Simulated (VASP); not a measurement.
Method: PBE GGA, VASP's PBE PAW potentials (set 64) (plane waves; VASP).

VASP ran on this input.

**POSCAR**
```
PbO
1
    3.9253030000     0.0000000000     0.0000000000
    0.0000000000     3.9253030000     0.0000000000
    0.0000000000     0.0000000000     5.1622290000
Pb O
2 2
Direct
  0.5000000000   0.0000000000   0.2259700000
  0.0000000000   0.5000000000   0.7740300000
  0.5000000000   0.5000000000   0.0000000000
  0.0000000000   0.0000000000   0.0000000000
```

INCAR:
```
! general
SYSTEM  = PbO
PREC    = Accurate
ENCUT   = 400
LREAL   = .FALSE.   ! projection in real space or not
LASPH   = .TRUE.   ! aspherical one-centre terms

! electronic loop
EDIFF   = 1E-6   ! SCF stop (eV)
NELM    = 100
ALGO    = Normal
LMAXMIX = 4   ! l cut-off of mixed one-centre charges

! smearing
ISMEAR  = -1   ! Fermi-Dirac
SIGMA   = 0.1   ! width (eV)

! functional
GGA     = PE   ! PBE

! ions
ISIF    = 2

! output
LWAVE   = .FALSE.
LCHARG  = .FALSE.
```

**KPOINTS**
```
K-points
0
G
 6 6 4
0.5 0.5 0.5
```

POTCAR, in this order: Pb_d O (PBE.64 set). Program: vasp_std.

Output of the run:

File OSZICAR:
```
       N       E                     dE             d eps       ncg     rms          rms(c)
DAV:   1     0.428931766256E+03    0.42893E+03   -0.17533E+04   576   0.166E+03
DAV:   2     0.247022304868E+02   -0.40423E+03   -0.39666E+03   640   0.462E+02
DAV:   3    -0.245254851748E+02   -0.49228E+02   -0.48624E+02   760   0.182E+02
DAV:   4    -0.258374854907E+02   -0.13120E+01   -0.13112E+01   648   0.352E+01
DAV:   5    -0.258872490654E+02   -0.49764E-01   -0.49759E-01   792   0.617E+00    0.122E+01
DAV:   6    -0.214421509888E+02    0.44451E+01   -0.32441E+01   904   0.461E+01    0.478E+00
DAV:   7    -0.213868117943E+02    0.55339E-01   -0.27930E+00   696   0.122E+01    0.259E+00
DAV:   8    -0.214068294538E+02   -0.20018E-01   -0.98460E-01   904   0.768E+00    0.147E+00
DAV:   9    -0.213582596204E+02    0.48570E-01   -0.31607E-01   928   0.484E+00    0.230E-01
DAV:  10    -0.213610177768E+02   -0.27582E-02   -0.22388E-02   696   0.103E+00    0.123E-01
DAV:  11    -0.213609928562E+02    0.24921E-04   -0.35323E-03   944   0.547E-01    0.353E-02
DAV:  12    -0.213610486872E+02   -0.55831E-04   -0.46523E-04   648   0.143E-01    0.516E-02
DAV:  13    -0.213610098271E+02    0.38860E-04   -0.36680E-04   944   0.199E-01    0.106E-02
DAV:  14    -0.213610087396E+02    0.10875E-05   -0.55436E-05   848   0.816E-02    0.423E-03
DAV:  15    -0.213610080419E+02    0.69766E-06   -0.48678E-06   672   0.240E-02
   1 F= -.21361008E+02 E0= -.21360999E+02  d E =-.183023E-04
```

### OUTCAR
```
------------------------ aborting loop because EDIFF is reached ----------------------------------------
  FORCE on cell =-STRESS in cart. coord.  units (eV):
  Direction    XX          YY          ZZ          XY          YZ          ZX
  --------------------------------------------------------------------------------------
  Total        3.0263572      3.0263572      2.0798176      0.0000000      0.0000000      0.0000000
  in kB       60.9603040     60.9603040     41.8940359      0.0000000      0.0000000      0.0000000
  external PRESSURE =      54.6048813 kB  Pullay stress =       0.0000000 kB
  volume of cell :       79.54
      direct lattice vectors                 reciprocal lattice vectors
     3.925303000  0.000000000  0.000000000     0.254757403  0.000000000  0.000000000
     0.000000000  3.925303000  0.000000000     0.000000000  0.254757403  0.000000000
     0.000000000  0.000000000  5.162229000     0.000000000  0.000000000  0.193714769
 POSITION                                       TOTAL-FORCE (eV/Angst)
 -----------------------------------------------------------------------------------
      1.96265      0.00000      1.16651         0.000000      0.000000      1.151207
      0.00000      1.96265      3.99572        -0.000000     -0.000000     -1.151207
      1.96265      1.96265      0.00000        -0.000000      0.000000      0.000000
      0.00000      0.00000      0.00000        -0.000000      0.000000      0.000000
 -----------------------------------------------------------------------------------
    total drift:                                0.000000      0.000000      0.000000
  FREE ENERGIE OF THE ION-ELECTRON SYSTEM (eV)
  ---------------------------------------------------
  free  energy   TOTEN  =       -21.3610080419 eV

  energy  without entropy=      -21.3609897396  energy(sigma->0) =      -21.36099889
```
(Selected blocks of OUTCAR.)

At this cut-off the stress carries a Pulay error, which pulls relaxed volumes low.

The structure comes from a computed database's PbO entry; how it stands against other phases isn't given here. The cell was not relaxed at this level, and its volume differs by -8.7 % from the start's.
